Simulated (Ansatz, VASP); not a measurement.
Given: the input of a run of VASP 6.6.1 on BeSi.

Contents of INCAR:

```
PREC = Accurate
ENCUT = 520
EDIFF = 1E-6
ISMEAR = -1
SIGMA = 0.05
LREAL = F
LASPH = T
NELM = 80
ALGO = Normal
ISIF = 2
LWAVE = F
LCHARG = F
GGA = PE
NBANDS = 10
```

File KPOINTS:

```
regular mesh
0
Gamma
  9 9 9
```

POSCAR

```
BeSi
1.0
    2.9459204384      0.0000000000      0.0000000000
    0.0000000000      2.9459204384      0.0000000000
    0.0000000000      0.0000000000      2.9459204384
Be Si
1 1
Direct
    0.5000000000      0.5000000000      0.5000000000
    0.0000000000      0.0000000000      0.0000000000
```

Potentials or basis: VASP PAW PBE potentials, release 64 (Be, Si).

Launch:

```sh
$ cat potpaw_PBE.64/Be/POTCAR potpaw_PBE.64/Si/POTCAR > POTCAR
$ mpirun -np 1 vasp_std > vasp.out
```

Task: Translate it to Ansatz 0.2.0. Potentials there: all-electron LAPW, scalar-relativistic.

Result: As run (the cutoff follows the program's own potentials):

input.yaml

```yaml
crystal:
  lattice:
    - [2.9459204384, 0.0, 0.0]
    - [0.0, 2.9459204384, 0.0]
    - [0.0, 0.0, 2.9459204384]
  atoms:
    - { symbol: Be, position: [0.5, 0.5, 0.5] }
    - { symbol: Si, position: [0.0, 0.0, 0.0] }
kpoints:
  mp_grid: { grid: [9, 9, 9] }
scf:
  occupations: { method: fermi_dirac, width: 0.05 }
hamiltonian:
  xc: pbe
  pseudopotentials: { kind: all_electron, lapw: { basis_error: 0.0005 } }
output:
  forces: true
  stress: true
  eigenvalues: true
```

Potentials or basis: all-electron LAPW, scalar-relativistic.

Run with:

```sh
$ ansatz run input.yaml --threads 1 --pin off --max-ram 3072MiB --backend cpu --events-out ev --progress --plain --runs-dir out
```

Both were run:

|  | VASP | Ansatz | Ansatz less VASP |
| --- | --- | --- | --- |
| gap on the k mesh at the Fermi level (eV) | none | none | - |
| pressure (GPa) | -7.7 | -7.7 | +0.01 |

A gap of «none» marks a metal or a gap that the smearing closes. Ansatz ran all-electron here, so the differences hold the error of VASP's frozen core and of both bases.
